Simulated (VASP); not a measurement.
Method: PBE GGA with D3 dispersion (Becke-Johnson damping), VASP's PBE PAW potentials (set 64) (plane waves; VASP).

VASP input:

### KPOINTS
```
K-points
0
Gamma
 6 6 6
```

**INCAR**
```
PREC  =  Accurate
IVDW  =  12   # D3, Becke-Johnson
LCHARG  =  F
SIGMA  =  0.05   # width (eV)
LASPH  =  T
SYSTEM  =  BaTiO3
LREAL  =  F
EDIFFG  =  -0.01   # ionic stop
ISIF  =  4   # ions and shape, fixed volume
NSW  =  30   # most ionic steps
NELM  =  100   # most electronic steps
ALGO  =  Normal   # blocked Davidson
EDIFF  =  1E-7
ENCUT  =  520
ISMEAR  =  0   # Gaussian
GGA  =  PE   # PBE
LWAVE  =  F
IBRION  =  2   # conjugate gradients
LMAXMIX  =  4
```

File POSCAR:
```
BaTiO3
1
    3.9439209764     0.0000000000     0.0000000000
    0.0000000000     3.9439209764     0.0000000000
    0.0000000000     0.0000000000     4.0756502444
Ba Ti O
1 1 3
Direct
  0.0000000000   0.0000000000   0.0044150952
  0.5000000000   0.5000000000   0.5233266376
  0.5000000000   0.5000000000   0.9688142417
  1.0000000000   0.5000000000   0.4837220127
  0.5000000000   0.0000000000   0.4837220127
```

POTCAR, in this order: Ba_sv Ti_sv O (PBE.64 set). Program: vasp_std.

Output of the run:

File OUTCAR:
```
 ion  position               nearest neighbor table
   1  0.000  0.000  0.004-   4 2.78   5 2.78   4 2.78   5 2.78   3 2.79   3 2.79   3 2.79   3 2.79
                             4 2.90   5 2.90   5 2.90   4 2.90   2 3.41   2 3.41   2 3.41   2 3.41
   2  0.500  0.500  0.523-   3 1.82   4 1.98   5 1.98   5 1.98   4 1.98   3 2.26   1 3.41   1 3.41
                             1 3.41   1 3.41   1 3.50   1 3.50   1 3.50   1 3.50
   3  0.500  0.500  0.969-   2 1.82   2 2.26   1 2.79   1 2.79   1 2.79   1 2.79
   4  0.000  0.500  0.484-   2 1.98   2 1.98   1 2.78   1 2.78   1 2.90   1 2.90
   5  0.500  0.000  0.484-   2 1.98   2 1.98   1 2.78   1 2.78   1 2.90   1 2.90
  LATTYP: Found a simple tetragonal cell.
 ALAT       =     3.9439209764
 C/A-ratio  =     1.0334005850
 Subroutine PRICEL returns:
 Original cell was already a primitive cell.
 Subroutine GETGRP returns: Found  8 space group operations
The static configuration has the point symmetry C_4v.
The dynamic configuration has the point symmetry C_4v.
 Subroutine INISYM returns: Found  8 space group operations
 Subroutine IBZKPT returns following result:
 Found     40 irreducible k-points:

 Following reciprocal coordinates:
            Coordinates               Weight
  0.000000  0.000000  0.000000      1.000000
  0.166667  0.000000  0.000000      4.000000
  0.333333  0.000000  0.000000      4.000000
  0.500000  0.000000  0.000000      2.000000
  0.166667  0.166667  0.000000      4.000000
  0.333333  0.166667  0.000000      8.000000
  0.500000  0.166667  0.000000      4.000000
  0.333333  0.333333  0.000000      4.000000
  0.500000  0.333333  0.000000      4.000000
  0.500000  0.500000  0.000000      1.000000
  0.000000  0.000000  0.166667      2.000000
  0.166667  0.000000  0.166667      8.000000
  0.333333  0.000000  0.166667      8.000000
  0.500000  0.000000  0.166667      4.000000
  0.166667  0.166667  0.166667      8.000000
  0.333333  0.166667  0.166667     16.000000
  0.500000  0.166667  0.166667      8.000000
  0.333333  0.333333  0.166667      8.000000
...
```

OSZICAR:
```
       N       E                     dE             d eps       ncg     rms          rms(c)
DAV:   1     0.456953730635E+03    0.45695E+03   -0.21718E+04  1920   0.180E+03
DAV:   2    -0.197747652216E+01   -0.45893E+03   -0.45190E+03  2368   0.491E+02
DAV:   3    -0.483772406574E+02   -0.46400E+02   -0.44748E+02  2808   0.148E+02
DAV:   4    -0.504856615035E+02   -0.21084E+01   -0.21072E+01  2808   0.292E+01
DAV:   5    -0.505455955812E+02   -0.59934E-01   -0.59932E-01  2704   0.361E+00    0.247E+01
DAV:   6    -0.400463887736E+02    0.10499E+02   -0.73514E+01  3040   0.801E+01    0.103E+01
DAV:   7    -0.400747465884E+02   -0.28358E-01   -0.11713E+01  2520   0.260E+01    0.705E+00
DAV:   8    -0.399280086137E+02    0.14674E+00   -0.10762E+00  2576   0.105E+01    0.269E+00
DAV:   9    -0.399548697840E+02   -0.26861E-01   -0.20829E-01  2536   0.334E+00    0.106E+00
DAV:  10    -0.399465805563E+02    0.82892E-02   -0.75477E-02  2608   0.273E+00    0.438E-01
DAV:  11    -0.399451939125E+02    0.13866E-02   -0.94207E-03  2952   0.812E-01    0.653E-02
DAV:  12    -0.399451087958E+02    0.85117E-04   -0.60980E-04  2320   0.234E-01    0.345E-02
DAV:  13    -0.399451063049E+02    0.24908E-05   -0.22067E-04  2608   0.153E-01    0.181E-02
DAV:  14    -0.399451062199E+02    0.84992E-07   -0.43519E-05  3000   0.570E-02    0.129E-02
DAV:  15    -0.399451046992E+02    0.15207E-05   -0.78980E-06  2472   0.256E-02    0.482E-03
DAV:  16    -0.399451046450E+02    0.54210E-07   -0.93791E-07  2416   0.884E-03
   1 F= -.41285754E+02 E0= -.41285754E+02  d E =-.412858E+02
       N       E                     dE             d eps       ncg     rms          rms(c)
DAV:   1    -0.399368999878E+02    0.82047E-02   -0.25843E+00  2192   0.189E+01    0.462E-01
DAV:   2    -0.399508535626E+02   -0.13954E-01   -0.16480E-01  2000   0.285E+00    0.448E-01
DAV:   3    -0.399506562351E+02    0.19733E-03   -0.77844E-03  2752   0.671E-01    0.260E-01
DAV:   4    -0.399504682536E+02    0.18798E-03   -0.15509E-03  2432   0.375E-01    0.115E-01
DAV:   5    -0.399504592408E+02    0.90128E-05   -0.43784E-04  2336   0.173E-01    0.267E-02
DAV:   6    -0.399504502499E+02    0.89909E-05   -0.68270E-05  2392   0.785E-02    0.140E-02
DAV:   7    -0.399504498473E+02    0.40258E-06   -0.18512E-05  2512   0.377E-02    0.662E-03
DAV:   8    -0.399504490859E+02    0.76138E-06   -0.80096E-06  2376   0.202E-02    0.154E-03
DAV:   9    -0.399504491100E+02   -0.24080E-07   -0.60013E-07  2128   0.557E-03
   2 F= -.41291020E+02 E0= -.41291020E+02  d E =-.526642E-02
       N       E                     dE             d eps       ncg     rms          rms(c)
DAV:   1    -0.399504235592E+02    0.25527E-04   -0.82632E-03  2192   0.107E+00    0.246E-02
DAV:   2    -0.399504679977E+02   -0.44438E-04   -0.52034E-04  2008   0.159E-01    0.237E-02
DAV:   3    -0.399504674380E+02    0.55973E-06   -0.25163E-05  2736   0.377E-02    0.135E-02
DAV:   4    -0.399504668768E+02    0.56121E-06   -0.47148E-06  2408   0.204E-02    0.618E-03
DAV:   5    -0.399504669147E+02   -0.37976E-07   -0.13331E-06  2288   0.948E-03    0.152E-03
DAV:   6    -0.399504668840E+02    0.30724E-07   -0.21618E-07  1648   0.441E-03
   3 F= -.41291034E+02 E0= -.41291034E+02  d E =-.528011E-02
       N       E                     dE             d eps       ncg     rms          rms(c)
DAV:   1    -0.399557826893E+02   -0.53158E-02   -0.82603E-01  2072   0.986E+00    0.543E-01
DAV:   2    -0.399559884845E+02   -0.20580E-03   -0.55841E-02  2008   0.174E+00    0.348E-01
DAV:   3    -0.399537246403E+02    0.22638E-02   -0.60572E-03  2624   0.690E-01    0.117E-01
DAV:   4    -0.399535052870E+02    0.21935E-03   -0.13490E-03  2608   0.322E-01    0.380E-02
DAV:   5    -0.399535007397E+02    0.45473E-05   -0.16297E-04  2520   0.108E-01    0.166E-02
DAV:   6    -0.399534987980E+02    0.19417E-05   -0.20357E-05  2560   0.365E-02    0.103E-02
DAV:   7    -0.399534994593E+02   -0.66124E-06   -0.31990E-06  2296   0.157E-02    0.287E-03
DAV:   8    -0.399534994389E+02    0.20349E-07   -0.12426E-06  2488   0.812E-03    0.943E-04
DAV:   9    -0.399534994290E+02    0.98748E-08   -0.78831E-08  1104   0.247E-03
   4 F= -.41293979E+02 E0= -.41293979E+02  d E =-.294538E-02
       N       E                     dE             d eps       ncg     rms          rms(c)
DAV:   1    -0.399574452142E+02   -0.39458E-02   -0.10257E+00  2072   0.110E+01    0.606E-01
DAV:   2    -0.399577212910E+02   -0.27608E-03   -0.69367E-02  2008   0.194E+00    0.386E-01
DAV:   3    -0.399549058108E+02    0.28155E-02   -0.76189E-03  2624   0.776E-01    0.130E-01
DAV:   4    -0.399546348453E+02    0.27097E-03   -0.16975E-03  2616   0.359E-01    0.421E-02
DAV:   5    -0.399546293040E+02    0.55413E-05   -0.20453E-04  2496   0.120E-01    0.187E-02
DAV:   6    -0.399546267505E+02    0.25535E-05   -0.26391E-05  2512   0.417E-02    0.116E-02
DAV:   7    -0.399546275337E+02   -0.78321E-06   -0.40067E-06  2288   0.176E-02    0.324E-03
DAV:   8    -0.399546275126E+02    0.21157E-07   -0.15982E-06  2488   0.919E-03    0.111E-03
DAV:   9    -0.399546274983E+02    0.14318E-07   -0.10552E-07  1072   0.287E-03
   5 F= -.41295029E+02 E0= -.41295029E+02  d E =-.399521E-02
       N       E                     dE             d eps       ncg     rms          rms(c)
DAV:   1    -0.399539235802E+02    0.70393E-03   -0.22966E-01  2232   0.575E+00    0.100E-01
DAV:   2    -0.399551906948E+02   -0.12671E-02   -0.14833E-02  1992   0.889E-01    0.682E-02
DAV:   3    -0.399552008816E+02   -0.10187E-04   -0.59180E-04  2712   0.172E-01    0.400E-02
DAV:   4    -0.399551865644E+02    0.14317E-04   -0.67232E-05  2632   0.827E-02    0.203E-02
DAV:   5    -0.399551850448E+02    0.15196E-05   -0.21910E-05  2632   0.407E-02    0.583E-03
DAV:   6    -0.399551850582E+02   -0.13486E-07   -0.21276E-06  2576   0.138E-02    0.329E-03
DAV:   7    -0.399551850410E+02    0.17194E-07   -0.40055E-07  1872   0.534E-03
   6 F= -.41295559E+02 E0= -.41295559E+02  d E =-.529899E-03
       N       E                     dE             d eps       ncg     rms          rms(c)
DAV:   1    -0.399540711282E+02    0.11139E-02   -0.23816E-01  2232   0.585E+00    0.101E-01
DAV:   2    -0.399553889656E+02   -0.13178E-02   -0.15396E-02  2000   0.905E-01    0.686E-02
DAV:   3    -0.399553993563E+02   -0.10391E-04   -0.61254E-04  2728   0.174E-01    0.403E-02
DAV:   4    -0.399553844128E+02    0.14944E-04   -0.69637E-05  2640   0.843E-02    0.204E-02
DAV:   5    -0.399553828635E+02    0.15492E-05   -0.22711E-05  2624   0.414E-02    0.592E-03
DAV:   6    -0.399553828750E+02   -0.11442E-07   -0.22079E-06  2592   0.141E-02    0.335E-03
DAV:   7    -0.399553828540E+02    0.20969E-07   -0.41041E-07  1880   0.542E-03
   7 F= -.41295730E+02 E0= -.41295730E+02  d E =-.701007E-03
       N       E                     dE             d eps       ncg     rms          rms(c)
DAV:   1    -0.399553799454E+02    0.29296E-05   -0.37097E-04  2232   0.230E-01    0.404E-03
DAV:   2    -0.399553819278E+02   -0.19824E-05   -0.23529E-05  2000   0.353E-02    0.263E-03
DAV:   3    -0.399553819437E+02   -0.15856E-07   -0.96602E-07  2664   0.680E-03
   8 F= -.41295730E+02 E0= -.41295730E+02  d E =-.701131E-03
       N       E                     dE             d eps       ncg     rms          rms(c)
DAV:   1    -0.399553339087E+02    0.48019E-04   -0.76944E-03  2256   0.131E+00    0.293E-02
DAV:   2    -0.399554052325E+02   -0.71324E-04   -0.87498E-04  1944   0.204E-01    0.208E-02
DAV:   3    -0.399554035734E+02    0.16591E-05   -0.32649E-05  2672   0.424E-02    0.117E-02
DAV:   4    -0.399554019252E+02    0.16482E-05   -0.53963E-06  2576   0.242E-02    0.553E-03
DAV:   5    -0.399554016936E+02    0.23154E-06   -0.15014E-06  2632   0.113E-02    0.127E-03
DAV:   6    -0.399554016817E+02    0.11953E-07   -0.19538E-07  1736   0.467E-03
   9 F= -.41295755E+02 E0= -.41295755E+02  d E =-.246273E-04
```

File OUTCAR:
```
------------------------ aborting loop because EDIFF is reached ----------------------------------------
 Edisp (eV)   -1.34035
  FORCE on cell =-STRESS in cart. coord.  units (eV):
  Direction    XX          YY          ZZ          XY          YZ          ZX
  --------------------------------------------------------------------------------------
  Total       1.54206     1.54206     1.55567     0.00000     0.00000     0.00000
  in kB      38.97259    38.97259    39.31645     0.00000     0.00000     0.00000
  external pressure =       39.09 kB  Pullay stress =        0.00 kB
  volume of cell :       63.39
      direct lattice vectors                 reciprocal lattice vectors
     3.966612328  0.000000000  0.000000000     0.252104294  0.000000000  0.000000000
     0.000000000  3.966612328  0.000000000     0.000000000  0.252104294  0.000000000
     0.000000000 -0.000000000  4.029153395     0.000000000  0.000000000  0.248191097
 POSITION                                       TOTAL-FORCE (eV/Angst)
 -----------------------------------------------------------------------------------
      0.00000     -0.00000      0.00146         0.000000      0.000000     -0.003802
      1.98331      1.98331      2.07597         0.000000     -0.000000      0.003257
      1.98331      1.98331      3.93683         0.000000      0.000000     -0.000996
      0.00000      1.98331      1.95679        -0.000000     -0.000000      0.000770
      1.98331     -0.00000      1.95679         0.000000     -0.000000      0.000770
 -----------------------------------------------------------------------------------
    total drift:                                0.000000      0.000000      0.000229
  FREE ENERGIE OF THE ION-ELECTRON SYSTEM (eV)
  ---------------------------------------------------
  free  energy   TOTEN  =       -41.2957547618 eV

  energy  without entropy=      -41.2957547618  energy(sigma->0) =      -41.29575476

 reached required accuracy - stopping structural energy minimisation
```
(Selected blocks of OUTCAR.)

### CONTCAR
```
BaTiO3
   1.00000000000000
     3.9666123283200414    0.0000000000000000    0.0000000000000000
     0.0000000000000000    3.9666123283200414    0.0000000000000000
     0.0000000000000000   -0.0000000000000000    4.0291533948716935
  Ba              Ti              O
     1     1     3
Direct
     0.0000000000000000    0.0000000000000000    0.0003614231048093
     0.5000000000000000    0.5000000000000000    0.5152367355678316
     0.5000000000000000    0.5000000000000000    0.9770853541369275
     0.0000000000000000    0.5000000000000000    0.4856582435452177
     0.5000000000000000    0.0000000000000000    0.4856582435452177
```

The compound is BaTiO3 in the tetragonal perovskite structure. This cell is one point of a volume scan, at 0.97 of the reference volume. Symmetry was kept, so distortions that lower it aren't found.
